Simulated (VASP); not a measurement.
A convergence study with VASP on NiO (space group no. 225 when undisturbed): a few settings are varied, all else stays as given below, so the limit is that of these other settings. One atom is moved off its site, so that forces are finite.

```yaml
crystal:
  lattice:
    - [4.15910, 2.07955, 2.07955]
    - [2.07955, 4.15910, 2.07955]
    - [2.07955, 2.07955, 4.15910]
  atoms:
    - { symbol: Ni, position: [0.00347, 0.00347, 0.00347], spin: 2.0 }
    - { symbol: Ni, position: [0.50000, 0.50000, 0.50000], spin: -2.0 }
    - { symbol: O, position: [0.25000, 0.25000, 0.25000] }
    - { symbol: O, position: [0.75000, 0.75000, 0.75000] }
```

All values below come from PBEsol GGA, VASP's PBE PAW potentials (set 64) (plane waves; VASP). The last row used: 400 eV cut-off, 14×14×14 Γ-centred mesh shifted by (0.5, 0.5, 0.5), Fermi-Dirac smearing of 0.010 eV, potentials Ni O.

Gaps are read on the run's mesh, which can miss a band edge.

```csv
setting,E (eV/atom),pressure (GPa),largest force (eV/Å),gap on the mesh (eV),irreducible k-points
2×2×2 mesh,-6.3048,-15.30,0.583,1.604,2
3×3×3 mesh,-6.3280,-12.18,0.470,0.996,6
4×4×4 mesh,-6.3145,-11.59,0.473,0.911,10
5×5×5 mesh,…,-11.93,0.500,…,19
6×6×6 mesh,-6.3258,-12.07,0.500,0.830,28
7×7×7 mesh,…,-11.93,0.497,…,44
8×8×8 mesh,-6.3254,-11.94,0.497,0.771,60
9×9×9 mesh,-6.3253,-11.97,0.497,0.701,85
10×10×10 mesh,-6.3253,-11.99,0.498,0.723,110
11×11×11 mesh,-6.3255,-11.97,0.497,0.756,146
12×12×12 mesh,-6.3255,-11.92,0.497,0.734,182
14×14×14 mesh,-6.3254,-11.94,0.497,0.705,280
```

**Question.** Some entries are withheld; supply them.

**Answer.** 
- 7×7×7 mesh, E (eV/atom): -6.3259
- 7×7×7 mesh, gap on the mesh (eV): 0.805
- 5×5×5 mesh, E (eV/atom): -6.3225
- 5×5×5 mesh, gap on the mesh (eV): 0.720

Left out are rungs that failed or repeat a setting and relaxations that didn't move; long series are thinned to 24 rows.

The structure is a typed NiO crystal (space group no. 225). The cell was not relaxed at this level, it is distorted from the ideal structure. The spin order is the one that the start imposed; others were not tried in this run.
